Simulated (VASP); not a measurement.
Computed with PBE GGA, VASP's PBE PAW potentials (set 64) (plane waves; VASP 6.6.1).

VASP ran on this input.

**INCAR**
```
ALGO = Normal
EDIFF = 1E-6
EDIFFG = -0.02
ENCUT = 500
GGA = PE
IBRION = 2
ISIF = 3
ISMEAR = 1
LASPH = T
LCHARG = F
LMAXMIX = 4
LREAL = F
LWAVE = F
NELM = 100
NSW = 40
PREC = Accurate
PSTRESS = 200
SIGMA = 0.1
SYSTEM = Rh
```

POSCAR:
```
Rh
1
    0.0000000000     1.8738322839     1.8738322839
    1.8738322839    -0.0000000000     1.8738322839
    1.8738322839     1.8738322839    -0.0000000000
Rh
1
Direct
  1.0000000000   0.0000000000   0.0000000000
```

File KPOINTS:
```
K-points
0
gamma
17 17 17
```

POTCAR, in this order: Rh_pv (PBE.64 set). Program: vasp_std.

The resulting files:

OSZICAR:
```
       N       E                     dE             d eps       ncg     rms          rms(c)
DAV:   1     0.110117432740E+03    0.11012E+03   -0.92169E+03  3647   0.143E+03
DAV:   2    -0.632421929800E+01   -0.11644E+03   -0.11139E+03  3705   0.381E+02
DAV:   3    -0.768814890404E+01   -0.13639E+01   -0.13580E+01  4248   0.473E+01
DAV:   4    -0.769607514229E+01   -0.79262E-02   -0.79254E-02  3930   0.370E+00
DAV:   5    -0.769619756622E+01   -0.12242E-03   -0.12242E-03  4210   0.430E-01    0.114E+01
DAV:   6    -0.723413792570E+01    0.46206E+00   -0.10188E+00  3777   0.153E+01    0.420E+00
DAV:   7    -0.721350021512E+01    0.20638E-01   -0.29323E-02  4095   0.229E+00    0.187E+00
DAV:   8    -0.720977517623E+01    0.37250E-02   -0.42306E-03  3762   0.105E+00    0.241E-01
DAV:   9    -0.720960991732E+01    0.16526E-03   -0.14120E-04  4275   0.197E-01    0.167E-02
DAV:  10    -0.720961329895E+01   -0.33816E-05   -0.32563E-06  3887   0.259E-02    0.259E-03
DAV:  11    -0.720961335530E+01   -0.56348E-07   -0.33070E-07  2169   0.874E-03
   1 F= -.55669765E+01 E0= -.55671966E+01  d E =-.556698E+01
```

**OUTCAR**
```
------------------------ aborting loop because EDIFF is reached ----------------------------------------
  FORCE on cell =-STRESS in cart. coord.  units (eV):
  Direction    XX          YY          ZZ          XY          YZ          ZX
  --------------------------------------------------------------------------------------
  Total        1.6273938      1.6273938      1.6273938     -0.0000000     -0.0000000      0.0000000
  in kB      198.1440709    198.1440709    198.1440709     -0.0000000     -0.0000000      0.0000000
  external PRESSURE =      -1.8559291 kB  Pullay stress =     200.0000000 kB
  volume of cell :       13.16
      direct lattice vectors                 reciprocal lattice vectors
     0.000000000  1.873832284  1.873832284    -0.266832845  0.266832845  0.266832845
     1.873832284  0.000000000  1.873832284     0.266832845 -0.266832845  0.266832845
     1.873832284  1.873832284  0.000000000     0.266832845  0.266832845 -0.266832845
 POSITION                                       TOTAL-FORCE (eV/Angst)
 -----------------------------------------------------------------------------------
      0.00000      0.00000      0.00000        -0.000000     -0.000000     -0.000000
 -----------------------------------------------------------------------------------
    total drift:                               -0.000000     -0.000000     -0.000000
  FREE ENERGIE OF THE ION-ELECTRON SYSTEM (eV)
  ---------------------------------------------------
  free  energy   TOTEN  =        -7.2096133553 eV

  energy  without entropy=       -7.2102734842  energy(sigma->0) =       -7.20983340
  enthalpy is  TOTEN    =        -5.5669765099 eV   P V=        1.6426368454

 reached required accuracy - stopping structural energy minimisation
```
(Selected blocks of OUTCAR.)

The compound is Rh in the fcc structure. It was relaxed first under an external pressure of 20 GPa.
